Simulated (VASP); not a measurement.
Runs of VASP 6.6.1 on Ag3TeBr. Symmetry: Pm-3m, No. 221, cubic system. The conventional cell has a = 6.720 Å, b = 6.720 Å, c = 6.720 Å, α = 90.00°, β = 90.00°, γ = 90.00°. Around Te (site symmetry m-3m) lie 6 Ag at 3.36 Å. Ag (site symmetry 4/mmm) has 2 Te at 3.36 Å as nearest neighbours. The cell comes from a database or a generator and needn't be the stable form of this composition.

```tsv
cell	k mesh	smearing	gap on the mesh (eV)	pressure (GPa)
Pm-3m, 60.69 Å³/atom	4 × 4 × 4	gaussian 0.05 eV	0.11	-3.9
Pm-3m, 58.73 Å³/atom	4 × 4 × 4	gaussian 0.05 eV	0.14	-4.0
Pm-3m, 54.81 Å³/atom	4 × 4 × 4	gaussian 0.05 eV	(a)	-4.3
Pm-3m, 53.28 Å³/atom	6 × 6 × 6	gaussian 0.02 eV	(b)	-4.4
```

Alike in all rows: task single point; level PBE; potentials or basis VASP PAW PBE potentials, release 64 (Br, Te, Ag); no spin polarisation; cutoff (eV) 520.

Question: Estimate the missing entries.

Answer: (a) 0.21; (b) 0.24.

Caveats: spin-orbit coupling is left out, which moves the levels of the heavy elements.

A k mesh can miss the band edges, and the runs leave out spin-orbit coupling on Ag, Br, Te.
